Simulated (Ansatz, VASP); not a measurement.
# YB6: VASP beside Ansatz, part 2 of 2

Aim: how closely do two programs agree when they are given the same cell, functional and k mesh? The cell is taken from a series of runs on this material, whose earlier steps may have relaxed, scaled, displaced or heated it; both programs get it as it stands.

VASP 6.6.1 and Ansatz 0.2.0.

So far: Set-up; Ansatz: relaxation of cell and atoms, LDA; VASP: relaxation of cell and atoms, LDA.

## (3) VASP: relaxation of cell and atoms, LDA (continued)

Level of this step: LDA; plane waves and PAW (Y_sv, B) (VASP).

Numbers of over 12 decimals in the logs are rounded to 6 here.

Parts of OUTCAR (step 3):

```text
ion  position               nearest neighbor table
   1  0.000  0.000  0.000-   2 2.97   3 2.97   4 2.97   5 2.97   6 2.97   7 2.97   2 2.97   3 2.97
                             4 2.97   5 2.97   2 2.97   4 2.97   6 2.97   7 2.97   2 2.97   4 2.97
   2  0.199  0.500  0.500-   4 1.61   3 1.72   5 1.72   6 1.72   7 1.72   1 2.97   1 2.97   1 2.97
                             1 2.97
   3  0.500  0.199  0.500-   5 1.61   4 1.72   2 1.72   6 1.72   7 1.72   1 2.97   1 2.97   1 2.97
                             1 2.97
   4  0.801  0.500  0.500-   2 1.61   3 1.72   5 1.72   6 1.72   7 1.72   1 2.97   1 2.97   1 2.97
                             1 2.97
   5  0.500  0.801  0.500-   3 1.61   2 1.72   4 1.72   6 1.72   7 1.72   1 2.97   1 2.97   1 2.97
                             1 2.97
   6  0.500  0.500  0.199-   7 1.61   3 1.72   4 1.72   5 1.72   2 1.72   1 2.97   1 2.97   1 2.97
                             1 2.97
   7  0.500  0.500  0.801-   6 1.61   3 1.72   4 1.72   5 1.72   2 1.72   1 2.97   1 2.97   1 2.97
                             1 2.97

  LATTYP: Found a simple cubic cell.
 ALAT       =     4.0433390000

 Subroutine GETGRP returns: Found 48 space group operations
 (whereof 48 operations were pure point group operations)

The static configuration has the point symmetry O_h .

 Found     20 irreducible k-points:

   k-points           NKPTS =     20   k-points in BZ     NKDIM =     20   number of bands    NBANDS=     21

   dimension x,y,z NGX =    30 NGY =   30 NGZ =   30
   dimension x,y,z NGXF=    60 NGYF=   60 NGZF=   60

   ENCUT  =  500.0 eV  36.75 Ry    6.06 a.u.   7.37  7.37  7.37*2*pi/ulx,y,z

   NELECT =      29.0000    total number of electrons

 k-points in reciprocal lattice and weights: Automatic mesh
   0.00000000  0.00000000  0.00000000       0.005
   0.16666667  0.00000000  0.00000000       0.028
   0.33333333  0.00000000  0.00000000       0.028
   0.50000000  0.00000000  0.00000000       0.014
   0.16666667  0.16666667  0.00000000       0.056
   0.33333333  0.16666667  0.00000000       0.111
   0.50000000  0.16666667  0.00000000       0.056
   0.33333333  0.33333333  0.00000000       0.056
   0.50000000  0.33333333  0.00000000       0.056
[...]
0.50000000  0.50000000  0.33333333       0.028
   0.50000000  0.50000000  0.50000000       0.005

 average (electrostatic) potential at core
       1 -35.1832       2 -30.9939       3 -30.9939       4 -30.9939       5 -30.9939
       6 -30.9939       7 -30.9939

 E-fermi :   6.8603

 k-point     1 :       0.0000    0.0000    0.0000
  band No.  band energies     occupation
    ...
     10      -0.2331      2.00000
     11      -0.2331      2.00000
     12       4.7734      2.00000
     13       4.7734      2.00000
     14       4.7734      2.00000
     15       7.8647      0.00000
     16       7.8647      0.00000
     17       7.9426      0.00000
     18       7.9426      0.00000
     19       7.9426      0.00000
    ...

 k-point     2 :       0.1667    0.0000    0.0000
  band No.  band energies     occupation
    ...
     11       0.9863      2.00000
     12       4.0929      2.00000
     13       4.0929      2.00000
     14       4.9095      2.00000
     15       6.0554      2.00000
     16       8.1234      0.00000
     17       8.7072      0.00000
     18       8.7072      0.00000
     19       9.5382      0.00000
     20       9.6827      0.00000
    ...

 k-point     3 :       0.3333    0.0000    0.0000
  band No.  band energies     occupation
    ...
     11       2.6267      2.00000
     12       3.1977      2.00000
     13       3.1977      2.00000
     14       4.6630      2.00000
     15       5.2402      2.00000
     16       8.3419      0.00000
     17       8.3419      0.00000
     18       8.7499      0.00000
     19       8.7581      0.00000
     20      10.0499      0.00000
    ...

  Total       -0.0005009     -0.0005009     -0.0005009      0.0000000      0.0000000     -0.0000000
  in kB       -0.0121624     -0.0121624     -0.0121624      0.0000000      0.0000000     -0.0000000
  external PRESSURE =      -0.0121624 kB  Pullay stress =       0.0000000 kB

  energy-cutoff  :      500.00
  volume of cell :       65.99
      direct lattice vectors                 reciprocal lattice vectors
     4.040993497 -0.000000000 -0.000000000     0.247463897 -0.000000000 -0.000000000
     0.000000000  4.040993497 -0.000000000     0.000000000  0.247463897 -0.000000000
     0.000000000  0.000000000  4.040993497     0.000000000  0.000000000  0.247463897

 POSITION                                       TOTAL-FORCE (eV/Angst)
 -----------------------------------------------------------------------------------
      0.00000      0.00000      0.00000         0.000000      0.000000      0.000000
      0.80430      2.02050      2.02050         0.000006     -0.000000      0.000000
      2.02050      0.80430      2.02050         0.000000      0.000006      0.000000
      3.23669      2.02050      2.02050        -0.000006      0.000000      0.000000
      2.02050      3.23669      2.02050         0.000000     -0.000006      0.000000
      2.02050      2.02050      0.80430         0.000000      0.000000      0.000006
      2.02050      2.02050      3.23669         0.000000     -0.000000     -0.000006
 -----------------------------------------------------------------------------------
    total drift:                                0.000000      0.000000      0.000000

  FREE ENERGIE OF THE ION-ELECTRON SYSTEM (eV)
  ---------------------------------------------------
  free  energy   TOTEN  =       -54.6350119964 eV

  energy  without entropy=      -54.6301717973  energy(sigma->0) =      -54.63259190

 reached required accuracy - stopping structural energy minimisation

 total charge
# of ion       s       p       d       f       tot
--------------------------------------------------
    1        2.107   6.206   0.944   0.061   9.318
    2        0.707   1.451   0.000   0.000   2.158
    3        0.707   1.451   0.000   0.000   2.158
    4        0.707   1.451   0.000   0.000   2.158
    5        0.707   1.451   0.000   0.000   2.158
    6        0.707   1.451   0.000   0.000   2.158
    7        0.707   1.451   0.000   0.000   2.158
--------------------------------------------------
tot          6.351  14.912   0.944   0.061  22.268

[... 3 further parts left out ...]
```

CONTCAR:

```
YB6
   1.00000000000000
     4.0409934969019545   -0.0000000000000000   -0.0000000000000000
     0.0000000000000000    4.0409934969019545   -0.0000000000000000
     0.0000000000000000    0.0000000000000000    4.0409934969019545
  Y               B
     1     6
Direct
     0.0000000000000000    0.0000000000000000    0.0000000000000000
     0.1990353446076402    0.5000000000000000    0.5000000000000000
     0.5000000000000000    0.1990353446076402    0.5000000000000000
     0.8009646553923599    0.5000000000000000    0.5000000000000000
     0.5000000000000000    0.8009646553923599    0.5000000000000000
     0.5000000000000000    0.5000000000000000    0.1990353446076402
     0.5000000000000000    0.5000000000000000    0.8009646553923599
```

## (4) Side by side

Known differences besides the potentials themselves: the cutoff is 260 eV in Ansatz and 500 eV in VASP; VASP's log shows a relativistic correction to its local exchange, Ansatz's none; Ansatz adds a Pulay correction to the stress that steers its cell, VASP none; Ansatz's log warns that its cutoff lies below the recommended one. Total energies have different zeros and are not compared.

Both answers:

| quantity | Ansatz | VASP | difference |
| --- | --- | --- | --- |
| volume (Å³) | 66.05 | 65.99 | +0.09 % |
| edge a after relaxation, in the typed setting (Å) | 4.042 | 4.041 | +0.03 % |

## (5) Summary of results

```json
{
 "difference in volume (relaxation of cell and atoms, LDA)": "0.091 %"
}
```

In words: The difference in volume is 0.091 % (relaxation of cell and atoms, LDA), within the 1.2 % picked in this series as the mark of a large difference, as far as the stopping tolerances let one tell. How closely two codes agree says nothing of how well the functional describes the real material.

[Lines on the potential files, build, host, timing and source positions are cut from VASP's logs without a mark.]

[Logs are printed without paths, hosts, clocks, repeated set-up lines and the standing remarks that a program may print on its own settings, such as how far it seeks lower states.]

[Hosts, paths, dates, database ids (printed as entryN), source tags and the programs' standing remarks are cut or masked in the printed files.]
